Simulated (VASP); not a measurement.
VASP ran on this input.

File POSCAR:
```
Li2O
1
    0.0000000000     2.3562000000     2.3562000000
    2.3562000000     0.0000000000     2.3562000000
    2.3562000000     2.3562000000     0.0000000000
Li O
2 1
Direct
  0.2500000000   0.2500000000   0.2500000000
  0.7500000000   0.7500000000   0.7500000000
  0.0000000000   0.0000000000   0.0000000000
```

**KPOINTS**
```
Automatic mesh
0
Gamma
6 6 6
0 0 0
```

### INCAR
```
SYSTEM = Li2O
PREC = Accurate
ENCUT = 520
EDIFF = 1E-6
NELM = 100
ALGO = Normal
LREAL = .FALSE.
LASPH = .TRUE.
ISMEAR = 0
SIGMA = 0.05
GGA = PE
LWAVE = .FALSE.
LCHARG = .FALSE.
ISIF = 2
```

POTCAR, in this order: Li_sv O (PBE.64 set). Program: vasp_gam.

The resulting files:

File standard output:
```
 POSCAR found type information on POSCAR LiO
 POSCAR found :  2 types and       3 ions
 Reading from existing POTCAR
 Reading from existing POTCAR
 LDA part: xc-table for (Slater+PW92), standard interpolation

 -----------------------------------------------------------------------------
|                                                                             |
|     EEEEEEE  RRRRRR   RRRRRR   OOOOOOO  RRRRRR      ###     ###     ###     |
|     E        R     R  R     R  O     O  R     R     ###     ###     ###     |
|     E        R     R  R     R  O     O  R     R     ###     ###     ###     |
|     EEEEE    RRRRRR   RRRRRR   O     O  RRRRRR       #       #       #      |
|     E        R   R    R   R    O     O  R   R                               |
|     E        R    R   R    R   O     O  R    R      ###     ###     ###     |
|     EEEEEEE  R     R  R     R  OOOOOOO  R     R     ###     ###     ###     |
|                                                                             |
|     You are using the Gamma-point-only version with more than one           |
|     k-point or some other non-Gamma k-point.                                |
|                                                                             |
|       ---->  I REFUSE TO CONTINUE WITH THIS SICK JOB ... BYE!!! <----       |
|                                                                             |
 -----------------------------------------------------------------------------
```

Q: Read the log: what went wrong, and how is it fixed?

A: The cause: the Γ-only program was given a k-mesh. VASP stops with an error: You are using the Gamma-point-only version with more than one k-point or some other non-Gamma k-point. ----> I REFUSE TO CONTINUE WITH THIS SICK JOB ... BYE!!! <---- To mend it, run vasp_std.

The mended run (PBE GGA, plane waves, VASP's PBE PAW potentials (set 64)) converges, and its OSZICAR ends with
```
   1 F= -.14331371E+02 E0= -.14331371E+02  d E =-.476038E-20
```

The compound is Li2O in the antifluorite structure. The cell was not relaxed at this level.
